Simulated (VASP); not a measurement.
# H12SO8 in VASP: a series of runs

The runs below take H12SO8 through single point, molecular dynamics, with r2SCAN.

All numbers are computed with VASP 6.6.1; they aren't measurements. Logs are shortened: lines on timing, memory, paths and dates and some standing lists are left out, and cuts for length are marked.

## (1) The structure

The cell holds a amorphous, 21 atoms: a = 6.333 Å, b = 6.333 Å, c = 6.333 Å, α = 90.00°, β = 90.00°, γ = 90.00°.

The cell was built by a generator and needn't be a form met in nature.

## (2) Single point, r2SCAN

File POSCAR:

```
H12SO8
1.0
    6.3330260000      0.0000000000      0.0000000000
    0.0000000000      6.3330260000      0.0000000000
    0.0000000000      0.0000000000      6.3330260000
O H S
8 12 1
Direct
    0.9566832664      0.3279632833      0.4579643286
    0.1222954082      0.9692207169      0.6378783223
    0.5014032786      0.2247740654      0.3849028884
    0.5313099930      0.7648792220      0.6951021518
    0.3674546733      0.3734707547      0.8080655282
    0.8226241294      0.7724427470      0.4048617517
    0.7634896809      0.1557865071      0.9148391306
    1.0756153535      0.0593870924      1.1148540998
    0.8200819008      0.2703446978      0.4934292075
    0.9822950356      0.2659076404      0.3197681487
    0.0311383531      0.8902537270      0.5438316533
    0.0880463778      1.1176489722      0.6083189932
    0.4883921209      0.2966038668      0.2568598329
    0.4531640956      0.0857094223      0.3615964943
    0.4933660465      0.6335360063      0.7630949249
    0.3979614169      0.8255295336      0.6503684021
    0.3529276526      0.3378479735      0.6634269305
    0.4483796529      0.2565598183      0.8605522857
    0.7096765433      0.7816484568      0.5053982093
    0.8640419288      0.6190247758      0.4099462090
    0.9083651322     -0.0137375087      0.9776369148
```

File INCAR.step1:

```
ALGO = Normal ; EDIFF = 1E-4
ENCUT = 520 ; GGA = PE
ISMEAR = -1 ; LASPH = True
LCHARG = False ; LREAL = Auto
LWAVE = True ; NBANDS = 49
NELM = 80 ; PREC = Accurate
SIGMA = 0.02
```

File INCAR.step2:

```
ALGO = Normal ; EDIFF = 1E-6
ENCUT = 520 ; ISIF = 2
ISMEAR = -1 ; ISTART = 1
LASPH = True ; LCHARG = True
LELF = True ; LMIXTAU = True
LREAL = Auto ; LVHAR = True
LWAVE = False ; METAGGA = R2SCAN
NBANDS = 49 ; NELM = 80
PREC = Accurate ; SIGMA = 0.02
```

File KPOINTS:

```
k-points
0
Gamma
  1 1 1
```

Potentials or basis: VASP PAW PBE potentials, release 64 (O, H, S).

Run with:

```bash
$ cat potpaw_PBE.64/O/POTCAR potpaw_PBE.64/H/POTCAR potpaw_PBE.64/S/POTCAR > POTCAR
$ cp INCAR.step1 INCAR
$ mpirun -np 1 vasp_gam > vasp.out
$ cp INCAR.step2 INCAR
$ mpirun -np 1 vasp_gam > vasp.out
```

OUTCAR:

```text
EDIFF = 1E-6
   ENCUT = 520
   ISIF = 2
   ISMEAR = -1
   ISTART = 1
   LASPH = True
   LREAL = Auto
   METAGGA = R2SCAN
   NELM = 80
   PREC = Accurate

 ion  position               nearest neighbor table
   1  0.957  0.328  0.458-   9 0.97  10 0.97
   2  0.122  0.969  0.638-  11 0.97  12 0.98
   3  0.501  0.225  0.385-  13 0.93  14 0.94
   4  0.531  0.765  0.695-  15 0.97  16 0.97
   5  0.367  0.373  0.808-  17 0.95  18 0.96
   6  0.823  0.772  0.405-  19 0.96  20 1.01
   7  0.763  0.156  0.915-  21 1.47
   8  0.076  0.059  0.115-  21 1.45
   9  0.820  0.270  0.493-   1 0.97
  10  0.982  0.266  0.320-   1 0.97
  11  0.031  0.890  0.544-   2 0.97
  12  0.088  0.118  0.608-   2 0.98
  13  0.488  0.297  0.257-   3 0.93
  14  0.453  0.086  0.362-   3 0.94
  15  0.493  0.634  0.763-   4 0.97
  16  0.398  0.826  0.650-   4 0.97
  17  0.353  0.338  0.663-   5 0.95
  18  0.448  0.257  0.861-   5 0.96
  19  0.710  0.782  0.505-   6 0.96
  20  0.864  0.619  0.410-   6 1.01
  21  0.908  0.986  0.978-   8 1.45   7 1.47

  LATTYP: Found a simple cubic cell.
 ALAT       =     6.3330260000

  Lattice vectors:

 A1 = (   6.3330260000,   0.0000000000,   0.0000000000)
 A2 = (   0.0000000000,   6.3330260000,   0.0000000000)
 A3 = (   0.0000000000,   0.0000000000,   6.3330260000)

Analysis of symmetry for initial positions (statically):
=====================================================================
 Subroutine PRICEL returns:
 Original cell was already a primitive cell.

 Routine SETGRP: Setting up the symmetry group for a
 simple cubic supercell.

 Subroutine GETGRP returns: Found  1 space group operations
 (whereof  1 operations were pure point group operations)
 out of a pool of 48 trial point group operations.

The static configuration has the point symmetry C_1 .

Analysis of symmetry for dynamics (positions and initial velocities):
=====================================================================
 Subroutine PRICEL returns:
 Original cell was already a primitive cell.

 Routine SETGRP: Setting up the symmetry group for a
 simple cubic supercell.

 Subroutine GETGRP returns: Found  1 space group operations
 (whereof  1 operations were pure point group operations)
 out of a pool of 48 trial point group operations.

The dynamic configuration has the point symmetry C_1 .

[... 114 lines left out ...]
   EDIFFG = 0.1E-04   stopping-criterion for IOM
   NSW    =      0    number of steps for IOM
   IBRION =     -1    ionic relax: 0-MD 1-quasi-New 2-CG
   NFREE  =      0    steps in history (QN), initial steepest desc. (CG)
   ISIF   =      2    stress and relaxation
   ISYM   =      2    0-nonsym 1-usesym 2-fastsym
   POTIM  = 0.5000    time-step for ionic-motion
   TEBEG  =    0.0;   TEEND  =   0.0 temperature during run
   PSTRESS=    0.0 pullay stress
   NELECT =      66.0000    total number of electrons
   NUPDOWN=      -1.0000    fix difference up-down
   EMIN   =  10.00;   EMAX   =-10.00  energy-range for DOS
   EFERMI =   0.00;   METHOD = LEGACY
   ISMEAR =    -1;   SIGMA  =   0.02  broadening in eV -4-tet -1-fermi 0-gaus
   EFERMI_NEDOS =   21; number of points for ismear=-14 and -15
   IALGO  =     38    algorithm
   IMIX   =      4    mixing-type and parameters
     AMIX     =   0.40;   BMIX     =  1.00
     AMIX_MAG =   1.60;   BMIX_MAG =  1.00
  volume/ion in A,a.u.               =      12.10        81.62
  Fermi-wavevector in a.u.,A,eV,Ry     =   1.044668  1.974136 14.848457  1.091331
  Thomas-Fermi vector in A             =   2.179430
   LORBIT       =      0    0 simple, 1 ext, 2 COOP (PROOUT), +10 PAW based schemes
   METAGGA = R2SCAN    functional components
   LHFCALC =     F    Hartree Fock is set to
   AEXX    =    0.0000 exact exchange contribution
   IVDW    =     0    specifies the selected vdW correction
   LEPSILON=     F    determine dielectric tensor
   LRPA    =     F    only Hartree local field effects (RPA)
 non-spin polarized calculation
  energy-cutoff  :      520.00
  volume of cell :      254.00
 maximum number of plane-waves:      3430
 NGX is ok and might be reduce to    48
   NGX = 23   NGY = 23   NGZ = 23

 number of electron      65.9999994 magnetization

 Free energy of the ion-electron system (eV)
  ---------------------------------------------------
  ext. energy  EPLUGINS =         0.00000000
  ---------------------------------------------------
  free energy    TOTEN  =      -117.58681564 eV

  energy without entropy =     -117.58681564  energy(sigma->0) =     -117.58681564

 E-fermi :  -3.4125     XC(G=0):  -6.9080

 val. band max:       -3.9345882245   @ k =   0.0000   0.0000   0.0000
 cond. band min:      -0.2154261260   @ k =   0.0000   0.0000   0.0000
 fundamental gap:      3.7191620985
 Fermi energy:        -3.4124608787

 k-point     1 :       0.0000    0.0000    0.0000
  band No.  band energies     occupation
      1     -26.2786      2.00000
      2     -24.2384      2.00000
      3     -23.8761      2.00000
      4     -23.6753      2.00000
      5     -23.4687      2.00000
      6     -23.3221      2.00000
[... 37 lines left out ...]
     44       7.5345      0.00000
     45       7.6698      0.00000
 [bands above 45 left out]

------------------------ aborting loop because EDIFF is reached ----------------------------------------

  FORCE on cell =-STRESS in cart. coord.  units (eV):
  Direction    XX          YY          ZZ          XY          YZ          ZX
  --------------------------------------------------------------------------------------
  -------------------------------------------------------------------------------------
  Total        0.6795527     -0.8274512      3.1863651      1.7528410     -0.0771245     -0.6130180
  in kB        4.2864713     -5.2193832     20.0989010     11.0565414     -0.4864848     -3.8667847
  external PRESSURE =       6.3886631 kB  Pullay stress =       0.0000000 kB

 VOLUME and BASIS-vectors are now :
 -----------------------------------------------------------------------------
  energy-cutoff  :      520.00
  volume of cell :      254.00
      direct lattice vectors                 reciprocal lattice vectors
     6.333026000  0.000000000  0.000000000     0.157902399  0.000000000  0.000000000
     0.000000000  6.333026000  0.000000000     0.000000000  0.157902399  0.000000000
     0.000000000  0.000000000  6.333026000     0.000000000  0.000000000  0.157902399

 POSITION                                       TOTAL-FORCE (eV/Angst)
 -----------------------------------------------------------------------------------
      6.05870      2.07700      2.90030         0.068290      0.163433     -0.006210
      0.77450      6.13810      4.03970         0.767802      0.520099      0.854970
      3.17540      1.42350      2.43760         0.686392      0.153735      1.825527
      3.36480      4.84400      4.40210        -0.011954      0.507253     -0.160493
      2.32710      2.36520      5.11750        -0.188978      0.425910      0.921748
      5.20970      4.89190      2.56400         1.575474     -1.392449     -1.033973
[... 13 lines left out ...]
      5.47200      3.92030      2.59620        -0.280107      1.268499     -0.093244
      5.75270      6.24603      6.19140        -0.484072      1.119200     -0.178724
 -----------------------------------------------------------------------------------
    total drift:                                0.001072      0.001758     -0.008539

  FREE ENERGIE OF THE ION-ELECTRON SYSTEM (eV)
  ---------------------------------------------------
  free  energy   TOTEN  =      -117.5868156371 eV

  energy  without entropy=     -117.5868156371  energy(sigma->0) =     -117.58681564
```

It took 59 s on 1 thread of Intel Xeon 6975P-C (Granite Rapids), shared host; peak memory 0.33 GiB.

Results:

```
Free energy            : -117.5868 eV
Pressure               : 0.6 GPa
Largest force          : 2.343 eV/Å
Band gap on the k mesh : 3.72 eV, direct
```

Forces on the atoms (eV/Å):
```
O    0.068  0.163 -0.006
O    0.768  0.520  0.855
O    0.686  0.154  1.826
O   -0.012  0.507 -0.160
O   -0.189  0.426  0.922
O    1.575 -1.392 -1.034
O    0.569 -0.976  0.261
O   -0.088 -0.208 -0.102
H   -0.485  0.081  0.152
H    0.307  0.002 -0.171
H   -0.783 -0.522 -0.569
H    0.119 -0.084 -0.215
H   -0.196  0.817 -1.556
H   -0.464 -1.059 -0.279
H   -0.118 -0.579  0.108
H   -0.255  0.198  0.260
H   -0.104 -0.084 -1.234
H    0.371 -0.217  0.241
H   -1.005 -0.135  0.973
H   -0.280  1.268 -0.093
S   -0.484  1.119 -0.179
```

Caveat: the PAW data sets were made with another functional, which shifts forces and pressure a little.

## (3) Single point, r2SCAN

File POSCAR:

```
H12SO8
1.0
    6.3330260000      0.0000000000      0.0000000000
    0.0000000000      6.3330260000      0.0000000000
    0.0000000000      0.0000000000      6.3330260000
O H S
8 12 1
Direct
    0.9532409941      0.3196891975      0.4639488295
    0.1218848620      0.9712260774      0.6359361228
    0.4967767383      0.2274426159      0.3856450297
    0.5343259289      0.7624791056      0.6965232734
    0.3684652487      0.3713390723      0.8115393810
    0.8165448871      0.7838906709      0.3993193775
    0.7649897537      0.1550917366      0.9111600047
    1.0748100513      0.0569711857      1.1167015578
    0.8218661979      0.2645970504      0.5037402341
    0.9779527196      0.2798030515      0.3192628611
    0.0198483316      0.8948171064      0.5521689000
    0.1036155544      1.1172700065      0.5889917395
    0.4978978454      0.2815873486      0.2491384056
    0.4815865275      0.0782406388      0.3578384172
    0.5111300664      0.6233986723      0.7525470447
    0.3994930701      0.8091392645      0.6475893199
    0.3906189553      0.3509538726      0.6674534417
    0.4317051596      0.2502595126      0.8707212003
    0.7133398789      0.7693162795      0.5153302702
    0.8754109015      0.6378467418      0.3963350222
    0.9087598882     -0.0125216603      0.9773211100
```

File INCAR.step1:

```
  ALGO = Normal
  EDIFF = 1E-4
  ENCUT = 520
  GGA = PE
  ISMEAR = -1
  LASPH = T
  LCHARG = F
  LREAL = Auto
  LWAVE = T
  NBANDS = 49
  NELM = 80
  PREC = Accurate
  SIGMA = 0.02
```

File INCAR.step2:

```
  ALGO = Normal
  EDIFF = 1E-7
  ENCUT = 520
  ISIF = 2
  ISMEAR = -1
  ISTART = 1
  LASPH = T
  LCHARG = F
  LMIXTAU = T
  LREAL = Auto
  LWAVE = F
  METAGGA = R2SCAN
  NBANDS = 49
  NELM = 80
  PREC = Accurate
  SIGMA = 0.02
```

KPOINTS is that of step 2.

Potentials or basis: VASP PAW PBE potentials, release 64 (O, H, S).

Run with:

```bash
$ cat potpaw_PBE.64/O/POTCAR potpaw_PBE.64/H/POTCAR potpaw_PBE.64/S/POTCAR > POTCAR
$ cp INCAR.step1 INCAR
$ mpirun -np 1 vasp_gam > vasp.out
$ cp INCAR.step2 INCAR
$ mpirun -np 1 vasp_gam > vasp.out
```

It took 64 s on 1 thread of Intel Xeon 6975P-C (Granite Rapids), shared host; peak memory 0.33 GiB.

Results (log left out):

| Quantity | Value |
| --- | --- |
| Free energy | -117.4079 eV |
| Pressure | 1.6 GPa |
| Largest force | 2.276 eV/Å |
| Band gap on the k mesh | 3.92 eV, direct |

Forces on the atoms (eV/Å):
```
O    1.671  1.286 -0.007
O    0.903  0.080  0.928
O    0.153 -1.056  1.522
O    0.845  0.262 -0.053
O   -0.755  1.312  1.369
O    0.817 -1.333 -0.070
O    0.378 -0.633  0.309
O   -0.026 -0.023 -0.101
H   -1.707 -0.581  0.238
H    0.027 -0.333 -0.356
H   -0.663 -0.491 -0.654
H   -0.021  0.194 -0.047
H    0.032  1.186 -1.821
H   -0.105 -0.180  0.350
H   -0.233 -0.625  0.472
H   -0.961  0.487 -0.028
H    0.096 -0.374 -2.243
H    0.604 -1.003  0.618
H   -0.485  0.189  0.152
H   -0.316  0.932 -0.197
S   -0.255  0.705 -0.380
```

Stress tensor (GPa, compression positive):
```
 1.39  0.97 -0.09
 0.97  0.55 -0.50
-0.09 -0.50  2.78
```

Levels at points of the mesh, in eV from the valence-band top:
| k point | band 29 | band 30 | band 31 | band 32 | band 33 | band 34 | band 35 | band 36 | band 37 | band 38 |
| --- | --- | --- | --- | --- | --- | --- | --- | --- | --- | --- |
| (0.00, 0.00, 0.00) | -0.48 | -0.41 | -0.24 | -0.09 | 0.00 | 3.92 | 5.98 | 8.18 | 8.70 | 9.26 |

Caveat: the PAW data sets were made with another functional, which shifts forces and pressure a little.

## (4) Single point, r2SCAN

File POSCAR:

```
H12SO8
1.0
    6.3330260000      0.0000000000      0.0000000000
    0.0000000000      6.3330260000      0.0000000000
    0.0000000000      0.0000000000      6.3330260000
O H S
8 12 1
Direct
    0.9516777604      0.3145731598      0.4689701258
    0.1272851240      0.9676732734      0.6387152050
    0.4939187049      0.2264162503      0.3840975862
    0.5354312457      0.7620369788      0.6979917657
    0.3678020586      0.3609490945      0.8128341807
    0.8123762637      0.7927332053      0.3967613586
    0.7678793676      0.1512862887      0.9066597863
    1.0792628990      0.0560553517      1.1177437137
    0.8162922432      0.2542228628      0.4955293094
    0.9658889763      0.2910772828      0.3215208654
    0.0189640782      0.9010542512      0.5510162125
    0.1162477463      1.1115065689      0.5948499185
    0.5012927469      0.2967459789      0.2486015374
    0.5043402632      0.0756984102      0.3684652487
    0.5183777865      0.6233039309      0.7633633590
    0.3935085692      0.8125973271      0.6876491586
    0.4041354007      0.3576963051      0.6667113004
    0.4473374971      0.2460750990      0.8604891248
    0.7015287794      0.7662056022      0.5047350192
    0.8822796559      0.6572845272      0.3775920074
    0.9119495167     -0.0115900361      0.9749683643
```

File INCAR.step1:

```
PREC = Accurate
ENCUT = 520
ISMEAR = -1
SIGMA = 0.02
LREAL = Auto
LASPH = True
NELM = 80
NBANDS = 49
GGA = PE
ALGO = Normal
EDIFF = 1E-4
LWAVE = True
LCHARG = False
```

File INCAR.step2:

```
PREC = Accurate
ENCUT = 520
EDIFF = 1E-7
ISMEAR = -1
SIGMA = 0.02
LREAL = Auto
LASPH = True
NELM = 80
ALGO = Normal
ISIF = 2
LWAVE = False
LCHARG = False
METAGGA = R2SCAN
LMIXTAU = True
NBANDS = 49
ISTART = 1
```

File KPOINTS:

```
Automatic mesh
0
Gamma
  1 1 1
```

Run with:

```bash
$ cat potpaw_PBE.64/O/POTCAR potpaw_PBE.64/H/POTCAR potpaw_PBE.64/S/POTCAR > POTCAR
$ cp INCAR.step1 INCAR
$ mpirun -np 1 vasp_gam > vasp.out
$ cp INCAR.step2 INCAR
$ mpirun -np 1 vasp_gam > vasp.out
```

Wall time 63 s (1 thread of Intel Xeon 6975P-C (Granite Rapids), shared host); peak memory 0.33 GiB.

It converged, with:

| Property | Result |
| --- | --- |
| Free energy | -117.4027 eV |
| Pressure | 1.0 GPa |
| Largest force | 1.971 eV/Å |
| Band gap on the k mesh | 3.96 eV, direct |

Forces in eV/Å, atoms in the order of the input:
```
O    0.369  0.803  0.637
O    0.383 -1.189  0.795
O    0.287  0.515  0.380
O    0.566 -0.659  0.302
O   -0.814  1.448 -0.024
O    0.231 -0.241 -0.072
O   -0.040  0.137  0.166
O   -0.807 -0.130 -0.752
H   -0.894 -0.121  0.409
H    0.575 -0.306 -1.123
H   -0.240 -0.366 -0.240
H    0.031  1.313 -0.292
H   -0.060 -0.535  0.108
H   -0.118 -0.063 -0.458
H    0.044  0.087  0.072
H   -0.952  0.627 -0.212
H   -0.187 -0.034 -1.124
H    0.961 -1.442  0.939
H   -0.014  0.022  0.028
H   -0.220  0.095  0.050
S    0.898  0.038  0.411
```

Stress tensor (GPa, compression positive):
```
 0.46 -0.29 -0.42
-0.29  1.35 -0.16
-0.42 -0.16  1.16
```

Levels at points of the mesh, in eV from the valence-band top:
```csv
k point,band 31,band 32,band 33,band 34,band 35,band 36
"(0.00, 0.00, 0.00)",-0.34,-0.26,0.00,3.96,5.86,8.08
```

Caveat: the PAW data sets were made with another functional, which shifts forces and pressure a little.

## (5) Molecular dynamics, r2SCAN

File POSCAR:

```
H12SO8
1.0
    6.3330260000      0.0000000000      0.0000000000
    0.0000000000      6.3330260000      0.0000000000
    0.0000000000      0.0000000000      6.3330260000
O H S
8 12 1
Direct
    0.9554521000      0.3316720300      0.4512728000
    0.1241861800      0.9656535200      0.6432440200
    0.5030972000      0.2158374100      0.3819589700
    0.5253226400      0.7699286300      0.6981358000
    0.3661418200      0.3756004300      0.8062639300
    0.8306564300      0.7644699400      0.4007785800
    0.7601733200      0.1543746400      0.9171710900
    1.0763930500      0.0636360300      1.1151621200
    0.8084035700      0.2869395000      0.4669510500
    0.9967463800      0.2721061600      0.3149607000
    0.0305309900      0.8802216200      0.5514355100
    0.0905286200      1.1100112800      0.6001522300
    0.4766334100      0.2920822400      0.2513859600
    0.4380150200      0.0792606400      0.3588379300
    0.4793095700      0.6334018400      0.7531503700
    0.3938152100      0.8475239300      0.6801697100
    0.3415089500      0.3496263600      0.6576627300
    0.4820392500      0.2799404500      0.8372005400
    0.7098563400      0.7623872000      0.4998209200
    0.8769522600      0.6179713900      0.3985827500
    0.9067988000     -0.0135278400      0.9786419100
```

File INCAR.step1:

```
SYSTEM = H12SO8
  PREC = Accurate
  ENCUT = 520
  ISMEAR = -1
  SIGMA = 0.02
  LREAL = Auto
  LASPH = .TRUE.
  NELM = 60
  ISYM = 0
  GGA = PE
  ALGO = Normal
  EDIFF = 1E-4
  LWAVE = .TRUE.
  LCHARG = .FALSE.
```

File INCAR.step2:

```
SYSTEM = H12SO8
  PREC = Accurate
  ENCUT = 520
  EDIFF = 1E-5
  ISMEAR = -1
  SIGMA = 0.02
  LREAL = Auto
  LASPH = .TRUE.
  NELM = 60
  ALGO = Normal
  ISIF = 2
  LWAVE = .FALSE.
  LCHARG = .TRUE.
  METAGGA = R2SCAN
  LMIXTAU = .TRUE.
  IBRION = 0
  NSW = 40
  POTIM = 0.75
  TEBEG = 350.0
  TEEND = 350.0
  ISYM = 0
  NELMIN = 4
  RANDOM_SEED = 745670 0 0
  MDALGO = 3
  LANGEVIN_GAMMA = 20 20 20
  ISTART = 1
```

File KPOINTS:

```
Automatic mesh
0
G
  1 1 1
  0 0 0
```

Run with:

```bash
$ cat potpaw_PBE.64/O/POTCAR potpaw_PBE.64/H/POTCAR potpaw_PBE.64/S/POTCAR > POTCAR
$ cp INCAR.step1 INCAR
$ mpirun -np 1 vasp_gam > vasp.out
$ cp INCAR.step2 INCAR
$ mpirun -np 1 vasp_gam > vasp.out
```

It took 21 min on 1 thread of Intel Xeon 6975P-C (Granite Rapids), shared host; peak memory 0.38 GiB.

Step by step:
```tsv
step	potential energy change (eV)	largest force (eV/Å)	pressure (GPa)	volume (Å³)	temperature (K)
1	0.0000	1.4738	-1.18	254.00	356
2	0.0724	1.5689	-1.32	254.00	320
3	0.2043	2.6244	-1.48	254.00	283
4	0.2949	3.1534	-1.52	254.00	267
5	0.2678	3.1445	-1.61	254.00	279
6	0.1847	2.5928	-1.58	254.00	312
7	0.1251	1.6744	-1.38	254.00	337
8	0.1530	1.3722	-1.08	254.00	325
9	0.2516	1.6504	-0.61	254.00	293
10	0.3702	2.5622	-0.29	254.00	261
11	0.3999	2.9229	-0.45	254.00	260
12	0.3315	2.2464	-0.77	254.00	300
13	0.2581	1.6927	-1.04	254.00	340
14	0.2586	1.6926	-1.21	254.00	342
15	0.3321	2.1008	-1.07	254.00	324
16	0.4247	2.8282	-0.58	254.00	289
17	0.4620	2.9339	-0.02	254.00	274
18	0.4234	2.9981	0.41	254.00	302
19	0.3378	2.4419	0.60	254.00	334
20	0.2891	1.9707	0.78	254.00	345
21	0.3244	1.8168	0.82	254.00	318
22	0.4089	2.9750	0.78	254.00	277
23	0.4452	3.4632	0.57	254.00	266
24	0.3899	2.7103	-0.06	254.00	284
25	0.3266	1.4194	-0.74	254.00	306
26	0.3380	1.4325	-1.13	254.00	297
27	0.4160	2.0067	-1.05	254.00	274
28	0.5171	2.7923	-0.69	254.00	242
29	0.5531	3.0017	-0.23	254.00	224
30	0.5064	2.3549	0.27	254.00	251
31	0.4496	2.2731	0.61	254.00	279
32	0.4513	2.4410	1.09	254.00	275
33	0.5367	2.7746	1.46	254.00	244
34	0.6488	3.4238	1.48	254.00	198
35	0.6765	3.5893	1.07	254.00	190
36	0.5943	2.5999	0.33	254.00	226
37	0.4856	2.2950	-0.40	254.00	254
38	0.4720	2.1328	-0.86	254.00	259
39	0.5436	2.0088	-0.98	254.00	242
40	0.6218	2.7086	-0.84	254.00	211
```

Caveat: the PAW data sets were made with another functional, which shifts forces and pressure a little.
